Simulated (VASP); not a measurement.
Wanted: the native input for a VASP 6.6.1 run.

- Task: single point
- Functional: PBE
- Potentials or basis: VASP PAW PBE potentials, release 64 (Al, B, O)
- Cutoff: 520 eV
- k mesh: 18 × 18 × 18
- Occupations: gaussian, width 0.1 eV
- Spin: no spin polarisation
- Dipole correction: no
- Further INCAR settings: ALGO = Fast; EDIFF = 1e-06; NBANDS = 16

The structure of Al2BO lies in POSCAR:

```
Al2BO
1.0
    1.5057835807      0.8693645557      5.2289637324
   -1.5057835807      0.8693645557      5.2289637324
    0.0000000000     -1.7387291113      5.2289637324
Al B O
2 1 1
Direct
    0.7543310028      0.7543310028      0.7543310028
    0.2456689972      0.2456689972      0.2456689972
    0.5000000000      0.5000000000      0.5000000000
    0.0000000000      0.0000000000      0.0000000000
```

The cell was built by a generator and needn't be a form met in nature.

The cell isn't the ideal one: species swapped into the Eu2SeS type (R-3m, No. 166).

The input as run:

INCAR

```
SYSTEM = Al2BO
ALGO = Fast
EDIFF = 1E-6
ENCUT = 520
GGA = PE
ISIF = 2
ISMEAR = 0
LASPH = .TRUE.
LCHARG = .FALSE.
LREAL = .FALSE.
LWAVE = .FALSE.
NBANDS = 16
NELM = 100
PREC = Accurate
SIGMA = 0.1
```

KPOINTS

```
k-points
0
G
  18 18 18
  0 0 0
```

Potentials or basis: VASP PAW PBE potentials, release 64 (Al, B, O).

Command:

```sh
$ cat potpaw_PBE.64/Al/POTCAR potpaw_PBE.64/B/POTCAR potpaw_PBE.64/O/POTCAR > POTCAR
$ mpirun -np 1 vasp_std > vasp.out
```

It gave:

```yaml
Pressure: -0.1 GPa
Largest_force: 0.011 eV/Å
Band_gap_on_the_k_mesh: none (metal or under the smearing width)
```

Caveat: an odd number of electrons without spin polarisation forces a metal; a magnetic or distorted state may lie lower.

It took 9.3 min on 1 thread of Intel(R) Xeon(R) 6975P-C (Granite Rapids), with other jobs on the host, peak memory 0.54 GiB.
